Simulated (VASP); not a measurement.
A run of VASP 6.6.1 is set up as follows.

The input INCAR:

```
PREC = Accurate
ENCUT = 600
EDIFF = 1E-7
ISMEAR = 0
SIGMA = 0.1
LREAL = F
LASPH = T
NELM = 80
ALGO = Normal
ISIF = 3
LWAVE = F
LCHARG = F
GGA = RP
IBRION = 2
NSW = 90
EDIFFG = -0.005
```

File KPOINTS:

```
regular mesh
0
Gamma
  18 18 18
```

The input POSCAR:

```
TiN
1.0
    0.0000000000      2.1206234500      2.1206234500
    2.1206234500      0.0000000000      2.1206234500
    2.1206234500      2.1206234500      0.0000000000
Ti N
1 1
Direct
    0.0000000000      0.0000000000      0.0000000000
    0.5000000000      0.5000000000      0.5000000000
```

Potentials or basis: VASP PAW PBE potentials, release 64 (Ti_sv, N).

The run is started by

```sh
$ cat potpaw_PBE.64/Ti_sv/POTCAR potpaw_PBE.64/N/POTCAR > POTCAR
$ mpirun -np 1 vasp_std > vasp.out
```

(1) Estimate the relaxed volume.

(2) Estimate the band gap on the k mesh.

Results:

(1) 9.78 Å³/atom.

(2) none (metal or under the smearing width).

Caveat: the PAW data sets were made with another functional, which shifts forces and pressure a little.
